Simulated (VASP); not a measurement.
An input for Ansatz (written as the equivalent of a VASP run, and not itself run):

Ansatz 0.2 input:
```yaml
crystal:
  lattice:
    - [0.0000000, 2.7828280, 2.7828280]
    - [2.7828280, 0.0000000, 2.7828280]
    - [2.7828280, 2.7828280, 0.0000000]
  atoms:
    - { symbol: Zr, position: [0.0000000, 0.0000000, 0.0000000] }
    - { symbol: O, position: [0.2500000, 0.2500000, 0.2500000] }
kpoints:
  mp_grid: { grid: [10, 10, 10] }
hamiltonian:
  xc: pbesol
  pseudopotentials: { kind: paw }
scf:
  occupations: { method: methfessel_paxton, width: 0.1 }
  max_iter: 100
relax:
  max_steps: 60
  f_tol: 0.01
  cell: {}
output: { forces: true, stress: true, eigenvalues: true }
```

**Question.** Write the VASP files for the same calculation (PBEsol).

**Answer.** This is not unique; one that fits is 
INCAR:
```
! general
SYSTEM  = ZrO
PREC    = Accurate
ENCUT   = 520   ! plane-wave cut-off (eV)
LREAL   = .False.   ! projection in real space or not
LASPH   = .True.   ! aspherical one-centre terms

! electronic loop
EDIFF   = 1E-6   ! SCF stop (eV)
NELM    = 100
ALGO    = Normal   ! blocked Davidson
LMAXMIX = 4

! smearing
ISMEAR  = 1   ! Methfessel-Paxton
SIGMA   = 0.1

! functional
GGA     = PS   ! PBEsol

! ions
IBRION  = 2   ! conjugate gradients
NSW     = 60
ISIF    = 3   ! ions, shape and volume
EDIFFG  = -0.01

! output
LWAVE   = .False.
LCHARG  = .False.
```

POSCAR:
```
ZrO
1
    0.0000000000     2.7828280000     2.7828280000
    2.7828280000     0.0000000000     2.7828280000
    2.7828280000     2.7828280000     0.0000000000
Zr O
1 1
Direct
  0.0000000000   0.0000000000   0.0000000000
  0.2500000000   0.2500000000   0.2500000000
```

KPOINTS:
```
Automatic mesh
0
Gamma
10 10 10
0 0 0
```

POTCAR, in this order: Zr_sv O (PBE.64 set). Program: vasp_std.

What does not carry over: each code has its own PAW files, so the cut-off isn't converted (ENCUT is set for VASP's; basis.ecutwfc is left out, and Ansatz then takes the one that its files recommend); Ansatz stops its SCF on the density residual and VASP on the energy change (EDIFF).

The structure was generated: ZrO was put into the zinc blende type (F-43m), which need not be its known phase. This run relaxes it. Symmetry was kept, so distortions that lower it aren't found.
